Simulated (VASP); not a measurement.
An input for Quantum ESPRESSO's pw.x (written as the equivalent of a VASP run, and not itself run):

```
&CONTROL
  calculation = 'vc-relax'
  pseudo_dir = './pseudo'
  outdir = './out'
  tprnfor = .true.
  tstress = .true.
  nstep = 60
  forc_conv_thr = 0.00078
/
&SYSTEM
  ibrav = 0
  nat = 4
  ntyp = 2
  ecutwfc = 84
  occupations = 'smearing'
  smearing = 'gaussian'
  degauss = 0.003675
  input_dft = 'pbesol'
/
&ELECTRONS
  conv_thr = 7.3e-08
  electron_maxstep = 100
/
&IONS
/
&CELL
/
ATOMIC_SPECIES
  B 10.810 B.upf
  N 14.007 N.upf
CELL_PARAMETERS angstrom
     2.5423465    0.0000000   -0.0000000
    -1.2711732    2.2017362    0.0000000
     0.0000000    0.0000000    4.2053301
ATOMIC_POSITIONS crystal
  B    0.6666670  0.3333330  0.0003384
  B    0.3333330  0.6666670  0.5003384
  N    0.6666670  0.3333330  0.3746616
  N    0.3333330  0.6666670  0.8746616
K_POINTS automatic
  9 9 5 0 0 0
```

Q: Write the VASP files for the same calculation (PBEsol).

A: Several could match; the one computed here: 
POSCAR:
```
BN
1
    2.5423464809     0.0000000000    -0.0000000000
   -1.2711732405     2.2017362105     0.0000000000
    0.0000000000     0.0000000000     4.2053300603
B N
2 2
Direct
  0.6666670000   0.3333330000   0.0003383763
  0.3333330000   0.6666670000   0.5003383763
  0.6666670000   0.3333330000   0.3746616237
  0.3333330000   0.6666670000   0.8746616237
```

### KPOINTS
```
Automatic mesh
0
Gamma
9 9 5
0 0 0
```

### INCAR
```
! general
SYSTEM  =  BN
PREC    =  Accurate
ENCUT   =  520
LREAL   =  .FALSE.
LASPH   =  .TRUE.

! electronic loop
EDIFF   =  1E-6
NELM    =  100
ALGO    =  Normal

! smearing
ISMEAR  =  0
SIGMA   =  0.05

! functional
GGA     =  PS

! ions
IBRION  =  2
NSW     =  60
ISIF    =  3
EDIFFG  =  -0.02

! output
LWAVE   =  .FALSE.
LCHARG  =  .FALSE.
```

POTCAR, in this order: B N (PBE.64 set). Program: vasp_std.

Limits of the translation: the potentials are each code's own (VASP's PAW set, PseudoDojo norm-conserving files in pw.x), so ENCUT and ecutwfc are chosen apart and not converted; conv_thr bounds pw.x's estimated SCF error, while EDIFF bounds the energy change between steps; forc_conv_thr acts on force components and is met together with etot_conv_thr.

The structure comes from a measured BN entry (P6_3mc) of the Crystallography Open Database, whose conditions weren't checked. It was relaxed first. The start is the result of an earlier pass.
